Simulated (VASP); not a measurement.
Calculation: LDA (Ceperley-Alder, Perdew-Zunger), VASP's LDA PAW potentials (set 64) (plane waves; VASP).

VASP input:

INCAR:
```
SYSTEM = AlNi
PREC = Accurate
ENCUT = 400
EDIFF = 1E-7
NELM = 100
ALGO = Normal
LREAL = .FALSE.
LASPH = .TRUE.
ISMEAR = -5
LMAXMIX = 4
LWAVE = .FALSE.
LCHARG = .TRUE.
LORBIT = 11
NEDOS = 601
ISIF = 2
```

### POSCAR
```
AlNi
1.0
  2.8340431052   0.0000000000   0.0000000000
  0.0000000000   2.8340431052   0.0000000000
  0.0000000000   0.0000000000   2.8340431052
Al Ni
1 1
Cart
  1.4170215526   1.4170215526   1.4170215526
  0.0000000000   0.0000000000   0.0000000000
```

KPOINTS:
```
kpoints
0
G
  14 14 14
```

POTCAR, in this order: Al Ni (LDA.64 set). Program: vasp_std.

Problem. What does the run give for the energy per atom (σ→0), band gap (on the k-mesh)?

Solution. 
```
Item                                                         Value
------------------------  ----------------------------------------
energy per atom (σ→0)                               -6.100 eV/atom
band gap (on the k-mesh)  none (metal, semimetal or under 0.01 eV)
```

### OSZICAR
```
...
DAV:   8    -0.122155222501E+02    0.93264E-02   -0.33235E-01  2878   0.701E+00    0.105E+00
DAV:   9    -0.121994272374E+02    0.16095E-01   -0.55425E-02  2812   0.396E+00    0.166E-01
DAV:  10    -0.121990597390E+02    0.36750E-03   -0.10922E-03  2724   0.521E-01    0.860E-02
DAV:  11    -0.121990566027E+02    0.31363E-05   -0.32777E-05  2968   0.629E-02    0.259E-02
DAV:  12    -0.121990555476E+02    0.10551E-05   -0.36010E-06  2982   0.356E-02    0.516E-03
DAV:  13    -0.121990553346E+02    0.21304E-06   -0.76532E-07  2546   0.106E-02    0.182E-03
DAV:  14    -0.121990553530E+02   -0.18388E-07   -0.63163E-08  1324   0.283E-03
   1 F= -.12199055E+02 E0= -.12199055E+02  d E =0.000000E+00
```

The structure comes from a computed database's AlNi entry (Pm-3m); how it stands against other phases isn't given here. It was relaxed first. The run is not spin-polarised, so no magnetic state was tried. The electron count is odd and the run is not spin-polarised, which forces a metal.
